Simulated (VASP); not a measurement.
Given:

```
AlNi3
1.0
    3.64140     0.00000     0.00000
    0.00000     3.64140     0.00000
    0.00000     0.00000     3.64140
Al Ni
1 3
Direct
  0.00000   0.00000   0.00000
  0.00000   0.50000   0.50000
  0.50000   0.00000   0.50000
  0.50000   0.50000   0.00000
```
Starting moments (μB, in the order of the record's atoms Al Ni Ni Ni): 0.0 0.5 0.5 0.5.

These are PBE GGA, VASP's PBE PAW potentials (set 64) (plane waves; VASP) values and carry that method's errors. Settings: 520 eV cut-off, 8×8×8 Γ-centred mesh, first-order Methfessel-Paxton smearing of 0.10 eV, potentials Al Ni_pv.

Task: What does the run give for the cell moment, energy per atom (σ→0), pressure, band gap (on the k-mesh) with the smallest direct gap where there is one?

Result: 
| Quantity | Value |
|---|---|
| band gap (on the k-mesh) | none (metal, semimetal or under 0.01 eV) |
| cell moment | 0.80 μB |
| energy per atom (σ→0) | -5.465 eV/atom |
| pressure | -11.36 GPa |

Task: Give the moment on each site (PAW-sphere projection).

Result: 
| site | moment (μB) |
|---|---|
| Al1 | -0.01 |
| Ni2 | 0.30 |
| Ni3 | 0.30 |
| Ni4 | 0.30 |

The compound is Ni3Al in the L1_2 structure. The cell was not relaxed at this level. The run is one of a series of settings (ENCUT = 520, POTCAR Al Ni_pv (PBE.64 set) against the base run), some of them coarse on purpose.
